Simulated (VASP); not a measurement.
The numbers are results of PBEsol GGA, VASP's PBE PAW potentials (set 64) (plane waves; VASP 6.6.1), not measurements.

A VASP calculation is set up with these files.

### KPOINTS
```
kpoints
0
G
  6 6 6
0 0 0
```

INCAR:
```
# general
SYSTEM =TiW3
PREC   =Accurate
ENCUT  =300
LREAL  =.FALSE.   # projection in real space or not
LASPH  =.TRUE.   # aspherical one-centre terms

# electronic loop
EDIFF  =1E-6   # SCF stop (eV)
NELM   =100   # most electronic steps
ALGO   =Normal   # blocked Davidson
LMAXMIX=6   # l cut-off of mixed one-centre charges

# smearing
ISMEAR =0
SIGMA  =0.05   # width (eV)

# functional
GGA    =PS   # PBEsol

# ions
ISIF   =2

# output
LWAVE  =.FALSE.
LCHARG =.FALSE.
```

**POSCAR**
```
TiW3
1
   -1.9137890000     1.9137890000     4.2628580000
    1.9137890000    -1.9137890000     4.2628580000
    1.9137890000     1.9137890000    -4.2628580000
W Ti
3 1
Direct
  0.5000000000   0.5000000000   0.0000000000
  0.7500000000   0.2500000000   0.5000000000
  0.2500000000   0.7500000000   0.5000000000
  0.0000000000   0.0000000000   0.0000000000
```

POTCAR, in this order: W_sv Ti_sv (PBE.64 set). Program: vasp_std.

At this cut-off the stress carries a Pulay error, which pulls relaxed volumes low. Unless said otherwise, spin-orbit coupling is left out, though it shifts the bands of the heavy elements here.

Q: Estimate the energy per atom (σ→0), pressure, band gap (on the k-mesh).

A: 
| Item | Result |
|---|---|
| energy per atom (σ→0) | -12.137 eV/atom |
| band gap (on the k-mesh) | none (metal, semimetal or under 0.01 eV) |
| pressure | 4.20 GPa |

### OSZICAR
```
...
DAV:  10    -0.485677430113E+02    0.42662E-01   -0.14885E-01  2704   0.232E+00    0.111E+00
DAV:  11    -0.485519264937E+02    0.15817E-01   -0.12694E-01  2592   0.176E+00    0.121E-01
DAV:  12    -0.485519132585E+02    0.13235E-04   -0.31977E-03  2360   0.455E-01    0.786E-02
DAV:  13    -0.485519278478E+02   -0.14589E-04   -0.13880E-03  2528   0.228E-01    0.686E-02
DAV:  14    -0.485518474647E+02    0.80383E-04   -0.42823E-04  2648   0.108E-01    0.123E-02
DAV:  15    -0.485518470449E+02    0.41985E-06   -0.32008E-05  2776   0.282E-02    0.474E-03
DAV:  16    -0.485518469716E+02    0.73248E-07   -0.27149E-06  1696   0.941E-03
   1 F= -.48551847E+02 E0= -.48548854E+02  d E =-.598651E-02
```

The structure was generated: TiW3 was put into an ordered model structure, which need not be its known phase. The cell was not relaxed at this level. The k-mesh is coarse (spacing up to 0.39 per Å, 2π included), so the numbers may not be converged in it. The run is one of a series of settings (GGA = PS against the base run), some of them coarse on purpose.
